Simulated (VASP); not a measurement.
Given:

```yaml
crystal:
  lattice:
    - [0.00000, 2.84580, 2.84580]
    - [2.84580, 0.00000, 2.84580]
    - [2.84580, 2.84580, 0.00000]
  atoms:
    - { symbol: Ca, position: [0.00000, 0.00000, 0.00000] }
```

All values below come from PBE GGA, VASP's PBE PAW potentials (set 64) (plane waves; VASP). Numerical set-up: 400 eV cut-off, 8×8×8 Γ-centred mesh, first-order Methfessel-Paxton smearing of 0.10 eV, potentials Ca_sv.

### Question
Give the stress tensor in GPa (positive for a compressed cell).

### Answer

```
-1.36   0.00   0.00
 0.00  -1.36   0.00
 0.00   0.00  -1.36
```
The pressure is its mean diagonal, -1.36 GPa.

The compound is Ca in the fcc structure. The cell was not relaxed at this level.
